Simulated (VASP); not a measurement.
Output of a VASP run:

OSZICAR:
```
       N       E                     dE             d eps       ncg     rms          rms(c)
DAV:   1     0.315332360542E+02    0.31533E+02   -0.47578E+03  5874   0.109E+03
DAV:   2    -0.120023342258E+02   -0.43536E+02   -0.40924E+02  5802   0.186E+02
DAV:   3    -0.130504102441E+02   -0.10481E+01   -0.10367E+01  6710   0.365E+01
DAV:   4    -0.130679405008E+02   -0.17530E-01   -0.17523E-01  6626   0.441E+00
DAV:   5    -0.130684507693E+02   -0.51027E-03   -0.51025E-03  6488   0.777E-01    0.146E+01
DAV:   6    -0.177921129827E+02   -0.47237E+01   -0.11433E+02  6388   0.174E+02    0.227E+01
DAV:   7    -0.112709101884E+02    0.65212E+01   -0.23004E+01  6378   0.953E+01    0.344E+00
DAV:   8    -0.110811528224E+02    0.18976E+00   -0.16708E+00  7204   0.182E+01    0.105E+00
DAV:   9    -0.110647598541E+02    0.16393E-01   -0.73785E-02  6464   0.389E+00    0.344E-01
DAV:  10    -0.110640476763E+02    0.71218E-03   -0.34732E-03  7310   0.872E-01    0.202E-01
DAV:  11    -0.110638606126E+02    0.18706E-03   -0.28978E-04  6514   0.252E-01    0.469E-02
DAV:  12    -0.110638540302E+02    0.65824E-05   -0.13142E-05  7230   0.456E-02    0.298E-02
DAV:  13    -0.110638480664E+02    0.59639E-05   -0.42557E-05  7214   0.883E-02    0.455E-03
DAV:  14    -0.110638481137E+02   -0.47290E-07   -0.61665E-07  3088   0.115E-02
   1 F= -.11063848E+02 E0= -.11063900E+02  d E =-.110638E+02
       N       E                     dE             d eps       ncg     rms          rms(c)
DAV:   1    -0.110642199301E+02   -0.37186E-03   -0.48547E-03  6468   0.121E+00    0.185E-01
DAV:   2    -0.110650451191E+02   -0.82519E-03   -0.18201E-02  6430   0.210E+00    0.301E-01
DAV:   3    -0.110638573528E+02    0.11878E-02   -0.84723E-03  6398   0.146E+00    0.291E-02
DAV:   4    -0.110638481526E+02    0.92002E-05   -0.46050E-05  5984   0.704E-02    0.625E-03
DAV:   5    -0.110638477731E+02    0.37944E-06   -0.25227E-06  3570   0.229E-02
   2 F= -.11063848E+02 E0= -.11063893E+02  d E =0.340515E-06
       N       E                     dE             d eps       ncg     rms          rms(c)
DAV:   1    -0.110639237637E+02   -0.75611E-04   -0.92043E-04  6486   0.520E-01    0.801E-02
DAV:   2    -0.110640766576E+02   -0.15289E-03   -0.34039E-03  6422   0.908E-01    0.130E-01
DAV:   3    -0.110638553057E+02    0.22135E-03   -0.15966E-03  6388   0.632E-01    0.129E-02
DAV:   4    -0.110638532153E+02    0.20904E-05   -0.87643E-06  5998   0.315E-02    0.247E-03
DAV:   5    -0.110638531747E+02    0.40580E-07   -0.41106E-07  2980   0.921E-03
   3 F= -.11063853E+02 E0= -.11063901E+02  d E =-.506104E-05
```

**OUTCAR**
```
------------------------ aborting loop because EDIFF is reached ----------------------------------------
  FORCE on cell =-STRESS in cart. coord.  units (eV):
  Direction    XX          YY          ZZ          XY          YZ          ZX
  --------------------------------------------------------------------------------------
  Total        0.0119414      0.0119414      0.0024459      0.0000000      0.0000000      0.0000000
  in kB        0.7858375      0.7858375      0.1609596      0.0000000      0.0000000      0.0000000
  external PRESSURE =       0.5775449 kB  Pullay stress =       0.0000000 kB
  volume of cell :       24.35
      direct lattice vectors                 reciprocal lattice vectors
     1.348947931  0.778815791  3.862340678     0.370659229  0.214000196  0.086303435
    -1.348947931  0.778815791  3.862340678    -0.370659229  0.214000196  0.086303435
     0.000000000 -1.557630676  3.862340696     0.000000000 -0.428000390  0.086303485
 POSITION                                       TOTAL-FORCE (eV/Angst)
 -----------------------------------------------------------------------------------
      0.00000      0.00000      0.00000        -0.000000      0.000000     -0.000000
      0.00000      0.00000      5.79351         0.000000     -0.000000      0.000000
 -----------------------------------------------------------------------------------
    total drift:                                0.000000     -0.000000      0.000000
  FREE ENERGIE OF THE ION-ELECTRON SYSTEM (eV)
  ---------------------------------------------------
  free  energy   TOTEN  =       -11.0638531747 eV

  energy  without entropy=      -11.0639978357  energy(sigma->0) =      -11.06390140

 reached required accuracy - stopping structural energy minimisation
```
(Selected blocks of OUTCAR.)

**POSCAR**
```
AlNi
1
    1.3490505204     0.7788750217     3.8640905120
   -1.3490505204     0.7788750217     3.8640905120
   -0.0000000000    -1.5577491362     3.8640905298
Al Ni
1 1
Direct
  0.0000000000   0.0000000000   0.0000000000
  0.5000000000   0.5000000000   0.5000000000
```

Q: Reconstruct the remaining input files.

A: One answer among several that fit: the input of the run itself, PBEsol GGA, plane waves, VASP's PBE PAW potentials (set 64).

**INCAR**
```
SYSTEM = AlNi
PREC = Accurate; ENCUT = 400; LREAL = .FALSE.
LASPH = .TRUE.
EDIFF = 1E-6; NELM = 100; ALGO = Normal
LMAXMIX = 4
ISMEAR = 1; SIGMA = 0.1
GGA = PS
IBRION = 2; NSW = 60; ISIF = 3
EDIFFG = -0.01
LWAVE = .FALSE.; LCHARG = .FALSE.
```

KPOINTS:
```
kpoints
0
Gamma
  14 14 14
0 0 0
```

POTCAR, in this order: Al Ni (PBE.64 set). Program: vasp_std.

The structure was generated: AlNi was put into the CuPt type (R-3m), which need not be its known phase. This run relaxes it. Symmetry was kept, so distortions that lower it aren't found. The start is the result of an earlier pass. The run is not spin-polarised, so no magnetic state was tried. The electron count is odd and the run is not spin-polarised, which forces a metal.
